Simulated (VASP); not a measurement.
Given:

```
Be2C
1.0
    0.00000     2.16402     2.16402
    2.16402     0.00000     2.16402
    2.16402     2.16402     0.00000
Be C
2 1
Cartesian
  1.08201   1.08201   1.08201
  3.24603   3.24603   3.24603
  0.00000   0.00000   0.00000
```

These are PW91 GGA, VASP's PBE PAW potentials (set 64) (plane waves; VASP 6.6.1) values and carry that method's errors. Run with 520 eV cut-off, Gaussian smearing of 0.050 eV, potentials Be C.

**Question.** What does the run give for the band gap (along the path) with the smallest direct gap where there is one?

**Answer.** 
- band gap (along the path): 1.22 eV
- smallest direct gap (along the path): 4.16 eV

Only differences to runs with the same potentials and settings are physical.

The compound is Be2C in the antifluorite structure. It was relaxed first.
